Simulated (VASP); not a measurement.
Wanted: the native input for a VASP 6.6.1 run.

```yaml
Task: relaxation of cell and atoms
Functional: PBE
Potentials_or_basis: VASP PAW PBE potentials, release 64 (Zr_sv, Pd, Se)
Cutoff: 520 eV
k_mesh: 4 × 4 × 2
Occupations: gaussian, width 0.15 eV
Spin: no spin polarisation
Further_INCAR_settings: PREC = Normal; ALGO = Fast; EDIFF = 0.0001; IBRION = 2; EDIFFG = -0.08; NSW = 24; ISIF = 3
```

The structure of Zr3PdSe4 lies in POSCAR:

```
Zr3PdSe4
1.0
    4.7919382300      0.0000000000      0.0000000000
   -2.3959691200      4.1499402400      0.0000000000
    0.0000000000      0.0000000000      9.3983118800
Zr Pd Se
3 1 4
Direct
    0.3333333300      0.6666666700      0.5000000000
    0.6666666700      0.3333333300      0.5000000000
    0.0000000000      0.0000000000      0.0000000000
    0.0000000000      0.0000000000      0.5000000000
    0.3333333300      0.6666666700      0.1995370700
    0.3333333300      0.6666666700      0.8004629300
    0.6666666700      0.3333333300      0.8004629300
    0.6666666700      0.3333333300      0.1995370700
```

The cell was built by a generator and needn't be a form met in nature.

The input as run:

INCAR

```
SYSTEM = Zr3PdSe4
  ALGO = Fast
  EDIFF = 1E-4
  EDIFFG = -0.08
  ENCUT = 520
  GGA = PE
  IBRION = 2
  ISIF = 3
  ISMEAR = 0
  LASPH = .TRUE.
  LCHARG = .FALSE.
  LREAL = .FALSE.
  LWAVE = .FALSE.
  NELM = 60
  NSW = 24
  PREC = Normal
  SIGMA = 0.15
```

KPOINTS

```
k-points
0
G
  4 4 2
  0 0 0
```

Potentials or basis: VASP PAW PBE potentials, release 64 (Zr_sv, Pd, Se).

The run is started by

```sh
$ cat potpaw_PBE.64/Zr_sv/POTCAR potpaw_PBE.64/Pd/POTCAR potpaw_PBE.64/Se/POTCAR > POTCAR
$ mpirun -np 1 vasp_std > vasp.out
```

Results of the run:

* Relaxed volume: 22.26 Å³/atom
* Relaxed cell: a = 4.922 Å, b = 4.922 Å, c = 8.488 Å, α = 90.00°, β = 90.00°, γ = 120.00°
* Space group after relaxing (to 0.05 Å): P6/mmm (No. 191)
* Energy gained by relaxing: 165.8 meV/atom
* Ionic steps: 11
* Pressure after relaxing: -0.1 GPa
* Largest force after relaxing: 0.020 eV/Å
* Band gap on the k mesh: none (metal or under the smearing width)

Caveat: the k mesh is coarse (spacing up to 0.38 Å⁻¹), so the values aren't converged; the relaxation stopped at a loose force limit of 0.08 eV/Å, so its end isn't a converged minimum.

Wall time 6.4 min on 1 thread of Intel(R) Xeon(R) Platinum 8259CL CPU @ 2.50GHz (Skylake/Cascade Lake) (shared host), peak memory 0.25 GiB.
